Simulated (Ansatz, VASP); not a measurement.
# Code comparison for LaIn (Cm, 2 atoms in the cell)

Self-consistent single point.

```
LaIn
1.0
    3.95408     0.00000     0.00000
    0.00000     3.95408     0.00000
    0.00000     0.00000     3.95408
La In
1 1
Direct
  0.50280   0.49724   0.50460
  0.99720   0.00276   0.99540
```

All programs got the same cell, k-point mesh and kind of occupations (in Ansatz's words: kpoints.mp_grid.grid = 6 6 6; scf.occupations.method = fermi_dirac; scf.occupations.width = 0.1 eV); potentials, basis and cutoffs are each program's usual ones.

| code | model | pressure (GPa) | largest force (eV/Å) | cutoff |
|---|---|---|---|---|
| Ansatz | PBEsol, default PAW files made with PBE | -2.13 | 0.098 | default |
| VASP | PBEsol, VASP's PBE PAW potentials (set 64) | -2.43 | 0.099 | 300 eV |

The spread over the programs that give each value: pressure within 0.30 GPa; largest force within 0.001 eV/Å.

The starting cell comes from a database of computed structures (which also holds hypothetical and non-ambient phases and stackings), without a prior relaxation at this level. Its atoms were displaced at random from the sites of space group no. 221.

Q: Why do the programs differ, and what cannot be compared?

A: Differences of this kind can come from the potentials, where these differ, and from what each basis and cutoff leave unconverged. The zero of total energies and Fermi levels follows the potentials and each program's conventions, so they are not compared here. Ansatz's pressure is given at a fixed set of plane waves, as the other plane-wave codes print theirs.

VASP's run is marked for a possible Pulay error in its stress at this cutoff; no cutoff test was made.

Left out of this page: Quantum ESPRESSO, CP2K, Elk, FLEUR and SIESTA (not drawn, or without a comparable value); ABINIT (stopped by limits of time or memory).

Ansatz is an electronic-structure program.

Keys are those of Ansatz 0.2.
